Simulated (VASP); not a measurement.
An input for Ansatz (written as the equivalent of a VASP run, and not itself run):

Ansatz 0.2 input:
```yaml
crystal:
  lattice:
    - [0.0000000, 2.2858950, 2.2858950]
    - [2.2858950, 0.0000000, 2.2858950]
    - [2.2858950, 2.2858950, 0.0000000]
  atoms:
    - { symbol: Na, position: [0.0000000, 0.0000000, 0.0000000] }
    - { symbol: F, position: [0.5000000, 0.5000000, 0.5000000] }
kpoints:
  mp_grid: { grid: [10, 10, 10] }
hamiltonian:
  xc: pbesol
  pseudopotentials: { kind: paw }
scf:
  occupations: { method: gaussian, width: 0.01 }
  max_iter: 100
output: { forces: true, stress: true, eigenvalues: true }
```

Q: Translate this input to VASP (INCAR, KPOINTS, POSCAR, choice of POTCAR).

A: Several could match; the one computed here: 
### KPOINTS
```
Automatic mesh
0
Gamma
10 10 10
0 0 0
```

### POSCAR
```
NaF
1
    0.0000000000     2.2858950000     2.2858950000
    2.2858950000     0.0000000000     2.2858950000
    2.2858950000     2.2858950000     0.0000000000
Na F
1 1
Direct
  0.0000000000   0.0000000000   0.0000000000
  0.5000000000   0.5000000000   0.5000000000
```

**INCAR**
```
# general
SYSTEM = NaF
PREC   = Accurate
ENCUT  = 400   # plane-wave cut-off (eV)
LREAL  = F   # projection in real space or not
LASPH  = T   # aspherical one-centre terms

# electronic loop
EDIFF  = 1E-6   # SCF stop (eV)
NELM   = 100
ALGO   = Normal   # blocked Davidson

# smearing
ISMEAR = 0
SIGMA  = 0.01

# functional
GGA    = PS

# ions
ISIF   = 2   # forces and stress, cell fixed

# output
LWAVE  = F
LCHARG = F
```

POTCAR, in this order: Na_pv F (PBE.64 set). Program: vasp_std.

What does not carry over: each code has its own PAW files, so the cut-off isn't converted (ENCUT is set for VASP's; basis.ecutwfc is left out, and Ansatz then takes the one that its files recommend); Ansatz stops its SCF on the density residual and VASP on the energy change (EDIFF).

The structure comes from a computed database's NaF entry; how it stands against other phases isn't given here. The cell was not relaxed at this level.
